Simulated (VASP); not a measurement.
Here is the system:

```yaml
crystal:
  lattice:
    - [0.00000, 3.53052, 3.53052]
    - [3.53052, 0.00000, 3.53052]
    - [3.53052, 3.53052, 0.00000]
  atoms:
    - { symbol: Ba, position: [0.00000, 0.00000, 0.00000] }
    - { symbol: Te, position: [0.50000, 0.50000, 0.50000] }
```

The numbers are results of revTPSS meta-GGA, VASP's PBE PAW potentials (set 64) (plane waves; VASP 6.6.1), not measurements. Numerical set-up: 520 eV cut-off, 7×7×7 Γ-centred mesh, tetrahedra with Blöchl corrections, potentials Ba_sv Te.

Unless said otherwise, spin-orbit coupling is left out, though it shifts the bands of the heavy elements here.

Q: Give the energies of bands 6 to 11 at the high-symmetry points, in eV from the valence-band maximum.

A: 
```tsv
band	Γ	X	U	L	W
6	0.00	-1.18	-1.25	-2.19	-1.23
7	0.00	-0.40	-1.09	-1.07	-0.97
8	0.00	-0.40	-0.75	-1.07	-0.97
9	3.02	1.62	2.67	4.18	3.61
10	3.09	4.69	5.09	4.86	3.61
11	3.09	4.87	5.32	5.04	5.07
```

The gap is indirect, 1.62 eV, from the valence maximum at Γ to the conduction minimum at X.

The compound is BaTe in the rock salt structure. It was relaxed first.
